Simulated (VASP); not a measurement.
The system is Sn3TeS2.

```
CELL_PARAMETERS angstrom
4.21000 0.00000 0.00000
-2.10500 3.64597 0.00000
0.00000 0.00000 10.30000
ATOMIC_POSITIONS crystal
Sn 0.00000 0.00000 0.50000
Sn 0.33333 0.66667 0.82500
Sn 0.66667 0.33333 0.17500
Te 0.00000 0.00000 0.00000
S 0.33333 0.66667 0.34500
S 0.66667 0.33333 0.65500
```

The cell was built by a generator and needn't be a form met in nature.

* Program: VASP 6.6.1
* Task: relaxation of cell and atoms
* Functional: PBE
* Potentials or basis: VASP PAW PBE potentials, release 64 (Sn_d, Te, S)
* Cutoff: 520 eV
* k mesh: 4 × 4 × 2
* Occupations: gaussian, width 0.15 eV
* Spin: no spin polarisation

At the start: pressure 1.4 GPa; volume 26.35 Å³/atom.

**Question.** Where does the relaxation end?

**Answer.** Over 18 steps the energy falls by 32.4 meV/atom and the volume is 27.14 Å³/atom (+3.0 %); space group P-3m1 (No. 164, to 0.05 Å).

Step by step:
| step | energy change (eV) | largest force (eV/Å) | pressure (GPa) | volume (Å³) |
| --- | --- | --- | --- | --- |
| 1 | 0.0000 | 1.1704 | 1.43 | 158.10 |
| 2 | -0.1382 | 0.6145 | -0.21 | 163.55 |
| 3 | -0.1555 | 0.4239 | -0.85 | 165.62 |
| 4 | -0.1579 | 0.3238 | -1.11 | 166.53 |
| 5 | -0.1883 | 0.1261 | 0.01 | 162.84 |
| 6 | -0.1893 | 0.0939 | 0.03 | 162.45 |
| 7 | -0.1899 | 0.1175 | 0.16 | 161.69 |
| 8 | -0.1899 | 0.1206 | 0.09 | 161.95 |
| 9 | -0.1899 | 0.1153 | 0.23 | 161.78 |
| 10 | -0.1926 | 0.1123 | 0.31 | 162.14 |
| 11 | -0.1936 | 0.1250 | 0.40 | 162.81 |
| 12 | -0.1922 | 0.1228 | -0.54 | 163.81 |
| 13 | -0.1931 | 0.1027 | -0.23 | 163.33 |
| 14 | -0.1932 | 0.1027 | -0.43 | 163.27 |
| 15 | -0.1934 | 0.1080 | -0.22 | 163.04 |
| 16 | -0.1934 | 0.1135 | -0.33 | 162.99 |
| 17 | -0.1935 | 0.1114 | -0.17 | 162.90 |
| 18 | -0.1944 | 0.0725 | -0.19 | 162.86 |

Final structure:
```
Sn Te S
1.0
     4.25248    0.00000    0.00000
    -2.12624    3.68276    0.00000
     0.00000    0.00000   10.39920
Sn Te S
3 1 2
Cartesian
  0.0000 0.0000 5.1996
  0.0000 2.4552 8.4236
  2.1262 1.2276 1.9756
  0.0000 0.0000 10.3992
  0.0000 2.4552 3.5689
  2.1262 1.2276 6.8303
```

Caveat: the k mesh is coarse (spacing up to 0.43 Å⁻¹), so the values aren't converged; the relaxation stopped at a loose force limit of 0.08 eV/Å, so its end isn't a converged minimum.
